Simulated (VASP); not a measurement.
# SiO2 (Stishovite): NMR shieldings, part 3 of 5

Aim: NMR shielding tensors and field gradients of SiO2 (Stishovite). The cell is of the rutile type, one of the forms listed for this formula, which need not be the common one. The start is a cell from a database of measured crystal structures.

VASP 6.6.1, plane waves and PAW; the level of theory is named at each step.

So far. Step 2 (Ground state): The cell has a gap of 5.61 eV on this mesh and a pressure of +11.3 GPa, which holds the misfit of the given cell and coordinates with this functional, and any error of cutoff, mesh and data sets. Forces of up to 0.093 eV/Å remain in these settings.

## 3. Shielding tensors (continued)

Level of this step: chemical shifts by linear response (GIPAW), PBE; plane waves and PAW (Si, O) (VASP).

From OUTCAR (step 3):

```text
 Found     24 irreducible k-points:

   dimension x,y,z NGX =    32 NGY =   32 NGZ =   24
   dimension x,y,z NGXF=    64 NGYF=   64 NGZF=   48

   ENCUT  =  560.0 eV  41.16 Ry    6.42 a.u.   8.06  8.06  5.14*2*pi/ulx,y,z

   NELECT =      32.0000    total number of electrons

  Total        3.0336892      3.0336892      3.6455284     -0.0000000      0.0000000      0.0000000
  in kB      104.5106463    104.5106463    125.5885171     -0.0000000      0.0000000      0.0000000
  external PRESSURE =     111.5366032 kB  Pullay stress =       0.0000000 kB

  energy-cutoff  :      560.00
  volume of cell :       46.51
      direct lattice vectors                 reciprocal lattice vectors
     4.177300000  0.000000000  0.000000000     0.239389079  0.000000000  0.000000000
     0.000000000  4.177300000  0.000000000     0.000000000  0.239389079  0.000000000
     0.000000000  0.000000000  2.665200000     0.000000000  0.000000000  0.375206363

 POSITION                                       TOTAL-FORCE (eV/Angst)
 -----------------------------------------------------------------------------------
      2.08865      2.08865      1.33260         0.000000      0.000000      0.000000
      0.00000      0.00000      0.00000         0.000000      0.000000      0.000000
      3.36649      0.81081      1.33260        -0.065512      0.065512      0.000000
      2.89946      2.89946      0.00000         0.065512      0.065512      0.000000
      0.81081      3.36649      1.33260         0.065512     -0.065512     -0.000000
      1.27784      1.27784      0.00000        -0.065512     -0.065512     -0.000000
 -----------------------------------------------------------------------------------
    total drift:                                0.000000      0.000000     -0.000000

 Electric field gradients after diagonalization (V/A^2)
 (convention: |V_zz| > |V_xx| > |V_yy|)
----------------------------------------------------------------------
 ion       V_xx      V_yy      V_zz     asymmetry (V_yy - V_xx)/ V_zz
----------------------------------------------------------------------
   1     -17.163    -3.499    20.662       0.661
   2     -17.163    -3.499    20.662       0.661
   3      62.863    46.362  -109.225       0.151
   4      62.863    46.362  -109.225       0.151
   5      62.863    46.362  -109.225       0.151
   6      62.863    46.362  -109.225       0.151
----------------------------------------------------------------------

  ORBITAL MAGNETIC SUSCEPTIBILITY, excluding core contribution
 -------------------------------------------------------------
  Approximate magnetic susceptibility, pGv (10^-6 cm^3/mole)
     1        -34.074988         -0.000000          0.000000
     2         -0.000000        -34.074988          0.000000
     3          0.000000          0.000000        -34.017694
 -------------------------------------------------------------
  Approximate magnetic susceptibility, vGv (10^-6 cm^3/mole)
     1        -31.628807         -0.000000          0.000000
     2          0.000000        -31.628807          0.000000
     3          0.000000          0.000000        -31.250804

  CSA tensor (J. Mason, Solid State Nucl. Magn. Reson. 2, 285 (1993))
  for chemical shielding  (including the isotropic core contribution)

  BDIR labels direction of applied magnetic field (i.e. B0)
  For BDIR==1, B0 along x-axis, etc.
  Induced field listed along cartesian directions for each BDIR
 ------------------------------------------------------------------------------------------
                 EXCLUDING G=0 CONTRIBUTION              INCLUDING G=0 CONTRIBUTION
 ------------------------------------------------------------------------------------------
  ion  BDIR            X           Y           Z                X           Y           Z
          (   iso_shield        span        skew ) (   iso_shield        span        skew )
 ------------------------------------------------------------------------------------------
    1     1     510.8187    -10.8286      0.0000         522.5263    -10.8286      0.0000
          2     -10.8286    510.8187      0.0000         -10.8286    522.5263      0.0000
          3       0.0000      0.0000    502.1414           0.0000      0.0000    513.8319
          (     507.9263     21.6572      0.8013 ) (     519.6281     21.6572      0.8029 )

    2     1     510.8187     10.8286      0.0000         522.5263     10.8286      0.0000
          2      10.8286    510.8187      0.0000          10.8286    522.5263      0.0000
          3       0.0000      0.0000    502.1414           0.0000      0.0000    513.8319
          (     507.9263     21.6572      0.8013 ) (     519.6281     21.6572      0.8029 )

    3     1     133.2156    -33.1183     -0.0000         144.9232    -33.1183     -0.0000
          2     -33.1183    133.2156      0.0000         -33.1183    144.9232      0.0000
          3       0.0000      0.0000    135.8999           0.0000      0.0000    147.5903
          (     134.1104     66.2367     -0.0810 ) (     145.8122     66.2367     -0.0805 )

    4     1     133.2156     33.1183      0.0000         144.9232     33.1183      0.0000
          2      33.1183    133.2156     -0.0000          33.1183    144.9232     -0.0000
          3       0.0000      0.0000    135.8999           0.0000      0.0000    147.5903
          (     134.1104     66.2367     -0.0810 ) (     145.8122     66.2367     -0.0805 )

    5     1     133.2156    -33.1183     -0.0000         144.9232    -33.1183     -0.0000
          2     -33.1183    133.2156      0.0000         -33.1183    144.9232      0.0000
          3       0.0000      0.0000    135.8999           0.0000      0.0000    147.5903
          (     134.1104     66.2367     -0.0810 ) (     145.8122     66.2367     -0.0805 )

    6     1     133.2156     33.1183      0.0000         144.9232     33.1183      0.0000
          2      33.1183    133.2156     -0.0000          33.1183    144.9232     -0.0000
          3       0.0000      0.0000    135.8999           0.0000      0.0000    147.5903
          (     134.1104     66.2367     -0.0810 ) (     145.8122     66.2367     -0.0805 )
 ------------------------------------------------------------------------------------------

[... 6 parts as in an earlier step ...]

[... 1 further part left out ...]
```

The atoms bear forces, and field gradients depend strongly on their positions.

Numbers from this step:

```
Fermi energy : 8.369 eV
pressure     : 11.15 GPa
```

Valence and core; the G = 0 term is that of a spherical sample. NMR shielding, by row:

| atom | isotropic shielding (ppm) | span (ppm) | skew | isotropic shielding without the G = 0 term (ppm) |
| --- | --- | --- | --- | --- |
| Si1 | 519.6 | 21.66 | 0.8029 | 507.9 |
| Si2 | 519.6 | 21.66 | 0.8029 | 507.9 |
| O3 | 145.8 | 66.24 | -0.0805 | 134.1 |
| O4 | 145.8 | 66.24 | -0.0805 | 134.1 |
| O5 | 145.8 | 66.24 | -0.0805 | 134.1 |
| O6 | 145.8 | 66.24 | -0.0805 | 134.1 |

Ordered as |Vzz| ≥ |Vxx| ≥ |Vyy|, the program's way. Electric field gradients, by row:

| atom | Vxx (V/Å²) | Vyy (V/Å²) | Vzz (V/Å²) | asymmetry |
| --- | --- | --- | --- | --- |
| Si1 | -17.16 | -3.499 | 20.66 | 0.661 |
| Si2 | -17.16 | -3.499 | 20.66 | 0.661 |
| O3 | 62.86 | 46.36 | -109.2 | 0.151 |
| O4 | 62.86 | 46.36 | -109.2 | 0.151 |
| O5 | 62.86 | 46.36 | -109.2 | 0.151 |
| O6 | 62.86 | 46.36 | -109.2 | 0.151 |

(Continued in part 4 of 5.)

[Lines on the potential files, build, host, timing and source positions are cut from VASP's logs without a mark.]

[Logs are printed without paths, hosts, clocks, repeated set-up lines and the standing remarks that a program may print on its own settings, such as how far it seeks lower states.]

[Hosts, paths, dates, database ids (printed as entryN), source tags and the programs' standing remarks are cut or masked in the printed files.]
